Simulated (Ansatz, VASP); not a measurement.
# Cross-check of Cu10S (Cu(110)-(2x1)-S, longbridge site) between VASP and Ansatz

Wanted: the spread between two codes on one cell, functional and k mesh. The cell is taken from a series of runs on this material, whose earlier steps may have relaxed, scaled, displaced or heated it; both programs get it as it stands.

Calculated with Ansatz 0.2.0; plane waves, with VASP 6.6.1 beside it; single point at PBE.

### 1. Set-up

The cell holds 11 atoms: 10 Cu and 1 S. Its edges and angles: a = 3.610 Å, b = 5.105 Å, c = 23.713 Å, α = 90.0°, β = 90.0°, γ = 90.0°. Vacuum lies along c.

### 2. Ansatz: single point, PBE

Ansatz runs on its default PAW (the set named soft_2) files.

A single point gives forces, pressure and levels at one fixed geometry, so differences don't come from the geometry; what else differs is listed under the comparison.

input.yaml

```yaml
crystal:
  lattice:
    - [3.61, 0.0, 0.0]
    - [0.0, 5.1053109602, 0.0]
    - [0.0, 0.0, 23.7126537985]
  atoms:
    - { symbol: Cu, position: [0.0, 0.0, 0.3584584025] }
    - { symbol: Cu, position: [0.0, 0.5, 0.3584584025] }
    - { symbol: Cu, position: [0.5, 0.25, 0.4122831558] }
    - { symbol: Cu, position: [0.5, 0.75, 0.4122831558] }
    - { symbol: Cu, position: [0.0, 0.0, 0.4649278129] }
    - { symbol: Cu, position: [0.0, 0.5, 0.4669798812] }
    - { symbol: Cu, position: [0.5, 0.2510512076, 0.5211201426] }
    - { symbol: Cu, position: [0.5, 0.7489487924, 0.5211201426] }
    - { symbol: Cu, position: [0.0, 0.0, 0.5721224942] }
    - { symbol: Cu, position: [0.0, 0.5, 0.573185462] }
    - { symbol: S, position: [0.5, 0.0, 0.6200621437] }
kpoints:
  mp_grid: { grid: [16, 12, 1] }
hamiltonian:
  xc: pbe
scf:
  occupations: { method: fermi_dirac, width: 0.05 }
  convergence: { dr2_threshold: 1.0e-09 }
  n_extra_bands: 23
efield:
  axis: 3
  dipole_correction: true
  ramp_position: 0.97
  ramp_width: 0.06
output:
  band_densities:
    - { e_range: [-0.3, 0] }
    - { e_range: [-1.0, 0] }
    - { e_range: [-2.0, 0] }
    - { e_range: [0, 0.3] }
    - { e_range: [0, 1.0] }
    - { e_range: [0, 2.0] }
    - { e_range: [-2.0, -1.8] }
    - { e_range: [-1.8, -1.6] }
    - { e_range: [-1.6, -1.4] }
    - { e_range: [-1.4, -1.2] }
    - { e_range: [-1.2, -1.0] }
    - { e_range: [-1.0, -0.8] }
    - { e_range: [-0.8, -0.6] }
    - { e_range: [-0.6, -0.4] }
    - { e_range: [-0.4, -0.2] }
    - { e_range: [-0.2, 0.0] }
    - { e_range: [0.0, 0.2] }
    - { e_range: [0.2, 0.4] }
    - { e_range: [0.4, 0.6] }
    - { e_range: [0.6, 0.8] }
    - { e_range: [0.8, 1.0] }
    - { e_range: [1.0, 1.2] }
    - { e_range: [1.2, 1.4] }
    - { e_range: [1.4, 1.6] }
    - { e_range: [1.6, 1.8] }
    - { e_range: [1.8, 2.0] }
  band_residual_tolerance: 0.0001
  dos: { projected: true, e_range: [-5, 4] }
  write_potential: true
  write_density: true
  volumetric_format: npy
```

Command:

```bash
$ ansatz run input.yaml --threads 4 --pin off --max-ram 6144MiB --backend cpu --events-out ev --progress --plain --runs-dir out
```

Numbers of over 12 decimals in the logs are rounded to 6 here.

The program printed:

```text
scf.n_extra_bands = 23 over 98 filled bands (N_el = 196.0): the run solves 121 bands
Engine: ansatz 0.2.0, aarch64-unknown-linux-gnu
Pseudopotentials: kind: paw
Pseudopotential: Cu, paw, valence charge 19, recommended cutoff 420 eV (normal), Cu.paw.azcp
Pseudopotential: S, paw, valence charge 6, recommended cutoff 420 eV (normal), S.paw.azcp
Functional definition: PBE
  parameter kappa = 0.804
  parameter beta = 0.066725
  exchange = pbe_x(kappa = kappa, mu = beta*pi^2/3)
  correlation = pbe_c(beta = beta)
Crystal: 11 atoms, lattice volume = 437.028 Å³
Basis set: ecut = 420 eV, 8559 PW (Γ)
Bands: 121, of which v1, the nominal top of the filled ones, is band 98 counted from 1 (97 counted from 0)
Symmetry: 4 space group operations
Space group: Pmm2 (ITA 25), of the structure as read, at distance tolerance 7.6e-5 Å
k-points: 63 of 192
Non-local potential: Cu, projectors of the file, l = 0: 3, l = 1: 2, l = 2: 3, l = 3: 1
Non-local potential: S, projectors of the file, l = 0: 2, l = 1: 2, l = 2: 2
PAW form: soft (Blöchl's): semilocal exchange-correlation on the pseudo side does not see the compensation charge
PAW one-centre angular grid: Cu, 590 points (default); XC on 64 Gauss nodes
PAW one-centre angular grid: S, 110 points (default); XC on 64 Gauss nodes
Initial density: superposition of atomic densities (neutral atoms: chi_scale 0, normalization atom), corrected by the library's trained network
Initial wavefunctions: pseudopotential atomic-orbital guess
Functional: x = pbe(κ = 0.804, μ = 0.219515), c = pbe(β = 0.066725)
SCF iter   1: F=—  HF=-67151.071353 eV  |F-HF|=—  |Δ(HF+E_count)|=         —  Δρ=3.18e-3  dr2=6.46e-2  ethr=1.77e-3  p=-0.089 e·Å  D=-3.67e-2 V/Å  ΔV_dip=0.87 eV  dr2_dipole=3.19e-3  V_vac-E_F(+/−)=5.04/4.17 eV  ⟨swp⟩=8.0  Hψ=33385  notcnv=0  defer=584
efield: sawtooth ramp at fractional position 0.9700 (set: `efield.ramp_position`, or a place that a band, a saddle search or an elastic batch's reference lends), width 0.0600; the density the first Hamiltonian is built on has a dipole p = -0.089 e·Å; the dipole correction subtracts the counter field D = -3.67e-2 V/Å, which shifts the + side's vacuum level by +0.87 eV against the − side's; the planar-averaged density in the ramp window peaks in size at 6.1e-6 e/Å³
preconditioner: auto → LDOS  [metal: Δε(μ)=0.017 eV  Ē_g=8.455 eV  σ=0.050 eV  W_gap=0.09  n_scr=110 (ndim 8)  ℏωp=19.1 eV  f_vac=0.643  D(μ)=3.68/eV (n_scr^D=10)  β→1.0]
SCF iter   2: F=—  HF=-67151.102945 eV  |F-HF|=—  |Δ(HF+E_count)|=   3.16e-2  Δρ=5.46e-3  dr2=9.36e-2  ethr=3.29e-5  p=-0.092 e·Å  D=-3.82e-2 V/Å  ΔV_dip=0.91 eV  dr2_dipole=7.50e-5  V_vac-E_F(+/−)=5.17/4.26 eV  ⟨swp⟩=2.7  Hψ=16702  notcnv=0  defer=967
SCF iter   3: F=—  HF=-67151.096973 eV  |F-HF|=—  |Δ(HF+E_count)|=   5.97e-3  Δρ=4.62e-3  dr2=5.23e-2  ethr=3.29e-5  p=-0.091 e·Å  D=-3.75e-2 V/Å  ΔV_dip=0.89 eV  dr2_dipole=1.75e-4  V_vac-E_F(+/−)=5.15/4.26 eV  ⟨swp⟩=2.0  Hψ=13061  notcnv=0  defer=967
SCF iter   4: F=—  HF=-67151.085096 eV  |F-HF|=—  |Δ(HF+E_count)|=   1.19e-2  Δρ=1.24e-3  dr2=4.32e-3  ethr=2.67e-5  p=-0.091 e·Å  D=-3.77e-2 V/Å  ΔV_dip=0.89 eV  dr2_dipole=6.02e-6  V_vac-E_F(+/−)=5.13/4.24 eV  ⟨swp⟩=2.0  Hψ=11639  notcnv=0  defer=962
SCF iter   5: F=—  HF=-67151.084360 eV  |F-HF|=—  |Δ(HF+E_count)|=   7.36e-4  Δρ=5.71e-4  dr2=8.82e-4  ethr=2.20e-6  p=-0.091 e·Å  D=-3.76e-2 V/Å  ΔV_dip=0.89 eV  dr2_dipole=2.70e-5  V_vac-E_F(+/−)=5.13/4.24 eV  ⟨swp⟩=2.0  Hψ=11404  notcnv=0  defer=961
SCF iter   6: F=—  HF=-67151.084287 eV  |F-HF|=—  |Δ(HF+E_count)|=   7.26e-5  Δρ=1.75e-4  dr2=8.79e-5  ethr=4.50e-7  p=-0.091 e·Å  D=-3.76e-2 V/Å  ΔV_dip=0.89 eV  dr2_dipole=1.31e-7  V_vac-E_F(+/−)=5.13/4.24 eV  ⟨swp⟩=2.0  Hψ=10682  notcnv=0  defer=961
SCF iter   7: F=—  HF=-67151.084321 eV  |F-HF|=—  |Δ(HF+E_count)|=   3.35e-5  Δρ=9.00e-5  dr2=2.53e-5  ethr=4.49e-8  p=-0.091 e·Å  D=-3.75e-2 V/Å  ΔV_dip=0.89 eV  dr2_dipole=1.21e-6  V_vac-E_F(+/−)=5.13/4.24 eV  ⟨swp⟩=3.2  Hψ=14503  notcnv=0  defer=961
SCF iter   8: F=—  HF=-67151.084347 eV  |F-HF|=—  |Δ(HF+E_count)|=   2.59e-5  Δρ=3.44e-5  dr2=3.89e-6  ethr=1.29e-8  p=-0.091 e·Å  D=-3.75e-2 V/Å  ΔV_dip=0.89 eV  dr2_dipole=2.38e-7  V_vac-E_F(+/−)=5.13/4.24 eV  ⟨swp⟩=2.0  Hψ=9235  notcnv=0  defer=961
SCF iter   9: F=—  HF=-67151.084192 eV  |F-HF|=—  |Δ(HF+E_count)|=   1.54e-4  Δρ=1.26e-5  dr2=6.63e-7  ethr=1.98e-9  p=-0.090 e·Å  D=-3.74e-2 V/Å  ΔV_dip=0.89 eV  dr2_dipole=8.31e-8  V_vac-E_F(+/−)=5.13/4.24 eV  ⟨swp⟩=2.0  Hψ=10412  notcnv=0  defer=961
SCF iter  10: F=—  HF=-67151.084196 eV  |F-HF|=—  |Δ(HF+E_count)|=   3.92e-6  Δρ=5.56e-6  dr2=1.16e-7  ethr=3.38e-10  p=-0.090 e·Å  D=-3.74e-2 V/Å  ΔV_dip=0.89 eV  dr2_dipole=9.65e-9  V_vac-E_F(+/−)=5.13/4.24 eV  ⟨swp⟩=2.0  Hψ=10115  notcnv=0  defer=961
[...]
SCF converged after 14 iterations
Free energy (F): -67151.084197 eV
Harris-Foulkes:  -67151.084197 eV  (|F-HF|=5.53e-10)
Internal energy: -67151.052369 eV  (E = F + TS)
E sigma→0 (E₀):  -67151.068283 eV
Entropy (-TS):   -0.031827 eV (-2.893 meV/atom)
Fermi energy:    1.626237 eV
Dipole field:    D = -0.037407 V/Å  (p = -0.090343 e·Å, saw-weighted, corrected)
Work function:   Φ+ = 5.1298 eV   Φ− = 4.2428 eV
Levels:          The Fermi level and band energies are counted from a zero that moves with the ramp; work functions are not
--- Per-component energies (eV) ---
  E_band       = -6469.503187
  E_kinetic    = 3103.368403
  E_local      = -430830.224550  (includes V_loc(G=0)·N_el)
  E_nonlocal   = 3948.021756
  E_hartree    = 211552.704425
  E_xc         = -985.656772
  E_vxc        = -1233.451668  (∫ρ·V_xc dr)
  E_paw        = -17247.567619  (= ΣΔE_a)
  E_vpaw       = -4557.556496  (= ΣTr[D̂ρ^β])
  E_aug_tail   = 0.002788  (compensation charges beyond the density's cutoff)
  E_efield     = 0.001690  (sawtooth field / dipole correction)
  E_vefield    = -5.071907  (∫n·V_field dr)
  E_ewald      = 163308.297510
  E_smearing   = -0.031827  (= −TS)
  E_closure    = 0.000000  (closes the sum)
  Σ components = -67151.084197   (vs F -67151.084197, Δ=0.00e0)
--- Band table (eV; the first three rows and the last of 63) ---
  k-point 0: bands = [... 94 lower, 0.4896, 1.3717, 1.3820, 1.6449, 1.9237, 2.3396, 2.8997, 3.3387, ... 19 higher]
  k-point 1: bands = [... 94 lower, 0.5061, 1.0349, 1.4006, 1.5167, 2.1449, 2.3993, 2.9454, 3.6635, ... 19 higher]
  k-point 2: bands = [... 94 lower, 0.5257, 0.6087, 1.2145, 1.4710, 1.9800, 2.8426, 3.4942, 3.8328, ... 19 higher]
  k-point 62: bands = [... 94 lower, 0.4070, 0.7141, 0.9020, 1.0752, 1.3828, 1.8818, 2.4067, 3.0305, ... 19 higher]
--- Band densities, each state counted as filled ---
  window                                       electrons  max residual (eV)  cut levels
  e_range: [-0.3, 0]                            1.156250             3.6e-6           0
  e_range: [-1, 0]                              4.302083             3.6e-6           0
  e_range: [-2, 0]                             34.135417             3.6e-6           0
  e_range: [0, 0.3]                             1.104167             4.9e-5           0
  e_range: [0, 1]                               3.552083             4.9e-5           0
  e_range: [0, 2]                               6.708333             4.9e-5           0
  e_range: [-2, -1.8]                           7.791667             1.9e-6           0
  e_range: [-1.8, -1.6]                         9.437500             2.4e-6           0
  e_range: [-1.6, -1.4]                         8.833333             2.2e-6           0
  e_range: [-1.4, -1.2]                         1.989583             2.1e-6           0
  e_range: [-1.2, -1]                           1.781250             2.6e-6           0
  e_range: [-1, -0.8]                           1.052083             2.2e-6           0
  e_range: [-0.8, -0.6]                         0.833333             2.3e-6           0
  e_range: [-0.6, -0.4]                         0.802083             2.5e-6           0
  e_range: [-0.4, -0.2]                         0.864583             2.6e-6           0
  e_range: [-0.2, 0]                            0.750000             3.6e-6           0
  e_range: [0, 0.2]                             0.708333             3.5e-5           0
  e_range: [0.2, 0.4]                           0.875000             4.9e-5           0
  e_range: [0.4, 0.6]                           0.864583             4.9e-5           0
  e_range: [0.6, 0.8]                           0.395833             4.0e-5           0
  e_range: [0.8, 1]                             0.708333             4.3e-5           0
  e_range: [1, 1.2]                             0.312500             4.7e-5           0
  e_range: [1.2, 1.4]                           0.802083             4.9e-5           0
  e_range: [1.4, 1.6]                           0.593750             4.9e-5           0
  e_range: [1.6, 1.8]                           0.822917             4.9e-5           0
  e_range: [1.8, 2]                             0.625000             4.9e-5           0
```

(Part 1 of 2 ends here.)

[Lines on the potential files, build, host, timing and source positions are cut from VASP's logs without a mark.]

[Logs are printed without paths, hosts, clocks, repeated set-up lines and the standing remarks that a program may print on its own settings, such as how far it seeks lower states.]

[Hosts, paths, dates, database ids (printed as entryN), source tags and the programs' standing remarks are cut or masked in the printed files.]
